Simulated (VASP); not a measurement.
An input for Ansatz (written as the equivalent of a VASP run, and not itself run):

Ansatz 0.2 input:
```yaml
crystal:
  lattice:
    - [4.3050451, 0.0000000, 0.0000000]
    - [-2.1525225, 3.7282786, 0.0000000]
    - [0.0000000, 0.0000000, 7.0934688]
  atoms:
    - { symbol: Ga, position: [0.3333330, 0.6666670, 0.0004355] }
    - { symbol: Ga, position: [0.6666670, 0.3333330, 0.5004355] }
    - { symbol: Sb, position: [0.3333330, 0.6666670, 0.3745645] }
    - { symbol: Sb, position: [0.6666670, 0.3333330, 0.8745645] }
kpoints:
  mp_grid: { grid: [9, 9, 5] }
hamiltonian:
  xc: pbesol
  pseudopotentials: { kind: paw }
scf:
  occupations: { method: methfessel_paxton, width: 0.1 }
  max_iter: 100
relax:
  max_steps: 60
  f_tol: 0.01
  cell: {}
output: { forces: true, stress: true, eigenvalues: true }
```

Question: Write the VASP files for the same calculation (PBEsol).

Answer: One answer among several that fit: 
### POSCAR
```
GaSb
1
    4.3050450884     0.0000000000     0.0000000000
   -2.1525225442     3.7282785611     0.0000000000
    0.0000000000     0.0000000000     7.0934688054
Ga Sb
2 2
Direct
  0.3333330000   0.6666670000   0.0004354932
  0.6666670000   0.3333330000   0.5004354932
  0.3333330000   0.6666670000   0.3745645068
  0.6666670000   0.3333330000   0.8745645068
```

### KPOINTS
```
Automatic
0
Gamma
  9 9 5
```

### INCAR
```
GGA  =  PS
ALGO  =  Normal
LASPH  =  .TRUE.   # aspherical one-centre terms
LWAVE  =  .FALSE.
LCHARG  =  .FALSE.
EDIFF  =  1E-6   # SCF stop (eV)
ISMEAR  =  1
SIGMA  =  0.1
NSW  =  60
IBRION  =  2   # conjugate gradients
PREC  =  Accurate
SYSTEM  =  GaSb
EDIFFG  =  -0.01
LMAXMIX  =  4   # l cut-off of mixed one-centre charges
ENCUT  =  400
ISIF  =  3   # ions, shape and volume
LREAL  =  .FALSE.
NELM  =  100   # most electronic steps
```

POTCAR, in this order: Ga_d Sb (PBE.64 set). Program: vasp_std.

What does not carry over: each code has its own PAW files, so the cut-off isn't converted (ENCUT is set for VASP's; basis.ecutwfc is left out, and Ansatz then takes the one that its files recommend); Ansatz stops its SCF on the density residual and VASP on the energy change (EDIFF).

The structure was generated: GaSb was put into the wurtzite type (P6_3mc), which need not be its known phase. It was relaxed first. The start is the result of an earlier pass.
